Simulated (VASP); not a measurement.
Data:

```
CELL_PARAMETERS angstrom
      0.00000     3.22087     3.22087
      3.22087     0.00000     3.22087
      3.22087     3.22087     0.00000
ATOMIC_POSITIONS crystal
  K  0.00000 0.00000 0.00000
  Cl 0.50000 0.50000 0.50000
```

Computed with revTPSS meta-GGA, VASP's PBE PAW potentials (set 64) (plane waves; VASP). Settings: 520 eV cut-off, 7×7×7 Γ-centred mesh, Gaussian smearing of 0.050 eV, potentials K_sv Cl.

Question: Predict the energy per atom (σ→0), band gap (on the k-mesh) with the smallest direct gap where there is one.

Answer: 
The band gap (on the k-mesh) is 5.39 eV and the smallest direct gap (on the k-mesh) is 5.39 eV. The energy per atom (σ→0) comes out as -4.245 eV/atom.

Only differences to runs with the same potentials and settings are physical.

The compound is KCl in the rock salt structure. This cell is one point of a volume scan, at 1.03 of the reference volume.
